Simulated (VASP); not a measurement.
Consider the following.

```yaml
crystal:
  lattice:
    - [5.51324, 0.00000, 0.00000]
    - [-2.75662, 4.77461, 0.00000]
    - [0.00000, 0.00000, 23.92064]
  atoms:
    - { symbol: Ti, position: [0.00000, 0.00000, 0.36417] }
    - { symbol: Ti, position: [0.33333, 0.66667, 0.44554] }
    - { symbol: Ti, position: [0.66667, 0.33333, 0.55446] }
    - { symbol: Ti, position: [0.00000, 0.00000, 0.63583] }
    - { symbol: Pt, position: [0.49642, 0.50358, 0.35907] }
    - { symbol: Pt, position: [0.49642, 0.99284, 0.35907] }
    - { symbol: Pt, position: [0.00716, 0.50358, 0.35907] }
    - { symbol: Pt, position: [0.83286, 0.16714, 0.45344] }
    - { symbol: Pt, position: [0.83286, 0.66573, 0.45344] }
    - { symbol: Pt, position: [0.33427, 0.16714, 0.45344] }
    - { symbol: Pt, position: [0.16714, 0.83286, 0.54656] }
    - { symbol: Pt, position: [0.16714, 0.33427, 0.54656] }
    - { symbol: Pt, position: [0.66573, 0.83286, 0.54656] }
    - { symbol: Pt, position: [0.50358, 0.49642, 0.64093] }
    - { symbol: Pt, position: [0.50358, 0.00716, 0.64093] }
    - { symbol: Pt, position: [0.99284, 0.49642, 0.64093] }
```

All values below come from PBEsol GGA, VASP's PBE PAW potentials (set 64) (plane waves; VASP). Settings: PREC = Normal, 400 eV cut-off, 6×6×1 Γ-centred mesh, first-order Methfessel-Paxton smearing of 0.10 eV, potentials Ti_sv Pt.

Unless said otherwise, spin-orbit coupling is left out, though it shifts the bands of the heavy elements here.

Problem. Predict the energy per atom (σ→0), band gap (on the k-mesh) with the smallest direct gap where there is one.

Solution. 
```
Item                                                        Result
------------------------  ----------------------------------------
band gap (on the k-mesh)  none (metal, semimetal or under 0.01 eV)
energy per atom (σ→0)                               -7.778 eV/atom
```

The cell is a thin slab with vacuum, built from Pt3Ti (L1_2): (111) face.
